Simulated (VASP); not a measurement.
Output of a VASP run:

**OSZICAR**
```
       N       E                     dE             d eps       ncg     rms          rms(c)
DAV:   1     0.153152376835E+03    0.15315E+03   -0.92686E+03   560   0.136E+03
DAV:   2     0.290273282027E+01   -0.15025E+03   -0.14731E+03   590   0.335E+02
DAV:   3    -0.859215542930E+01   -0.11495E+02   -0.11337E+02   746   0.996E+01
DAV:   4    -0.888470710882E+01   -0.29255E+00   -0.29246E+00   686   0.186E+01
DAV:   5    -0.889165350524E+01   -0.69464E-02   -0.69463E-02   754   0.258E+00    0.367E+00
DAV:   6    -0.878508781327E+01    0.10657E+00   -0.24532E-01   786   0.429E+00    0.232E+00
DAV:   7    -0.877772292717E+01    0.73649E-02   -0.66014E-02   714   0.155E+00    0.912E-01
DAV:   8    -0.877706993682E+01    0.65299E-03   -0.76572E-03   674   0.995E-01    0.119E-01
DAV:   9    -0.877701460411E+01    0.55333E-04   -0.92751E-04   790   0.331E-01    0.313E-02
DAV:  10    -0.877700862801E+01    0.59761E-05   -0.62354E-05   658   0.723E-02    0.237E-02
DAV:  11    -0.877700884702E+01   -0.21901E-06   -0.19600E-05   722   0.327E-02    0.988E-03
DAV:  12    -0.877700890407E+01   -0.57051E-07   -0.13066E-06   430   0.105E-02
   1 F= -.87770089E+01 E0= -.87770089E+01  d E =-.877701E+01
```

**OUTCAR**
```
------------------------ aborting loop because EDIFF is reached ----------------------------------------
  FORCE on cell =-STRESS in cart. coord.  units (eV):
  Direction    XX          YY          ZZ          XY          YZ          ZX
  --------------------------------------------------------------------------------------
  Total       -0.0087250     -0.0087250     -0.0087250     -0.0000000     -0.0000000     -0.0000000
  in kB       -0.2149924     -0.2149924     -0.2149924     -0.0000000     -0.0000000     -0.0000000
  external PRESSURE =      -0.2149924 kB  Pullay stress =       0.0000000 kB
  volume of cell :       65.02
      direct lattice vectors                 reciprocal lattice vectors
     0.000000000  3.191590801  3.191590801    -0.156661687  0.156661687  0.156661687
     3.191590801  0.000000000  3.191590801     0.156661687 -0.156661687  0.156661687
     3.191590801  3.191590801  0.000000000     0.156661687  0.156661687 -0.156661687
  FREE ENERGIE OF THE ION-ELECTRON SYSTEM (eV)
  ---------------------------------------------------
  free  energy   TOTEN  =        -8.7770089041 eV

  energy  without entropy=       -8.7770089041  energy(sigma->0) =       -8.77700890

 reached required accuracy - stopping structural energy minimisation
```
(Selected blocks of OUTCAR.)

POSCAR:
```
PbTe
1
    0.0000000000     3.1915908008     3.1915908008
    3.1915908008     0.0000000000     3.1915908008
    3.1915908008     3.1915908008     0.0000000000
Te Pb
1 1
Direct
  0.5000000000   0.5000000000   0.5000000000
  0.0000000000   0.0000000000   0.0000000000
```

Problem. Write an INCAR and KPOINTS that could have produced this output.

Solution. Several could match; the one computed here: the input of the run itself, LDA (Ceperley-Alder, Perdew-Zunger), plane waves, VASP's LDA PAW potentials (set 64).

INCAR:
```
ALGO = Normal
EDIFF = 1E-6
EDIFFG = -0.02
ENCUT = 500
IBRION = 2
ISIF = 3
ISMEAR = 0
LASPH = .TRUE.
LCHARG = .FALSE.
LMAXMIX = 4
LREAL = .FALSE.
LWAVE = .FALSE.
NELM = 100
NSW = 40
PREC = Accurate
SIGMA = 0.05
SYSTEM = PbTe
```

**KPOINTS**
```
Automatic
0
gamma
 7 7 7
```

POTCAR, in this order: Te Pb_d (LDA.64 set). Program: vasp_std.

The compound is PbTe in the rock salt structure. It was relaxed first.
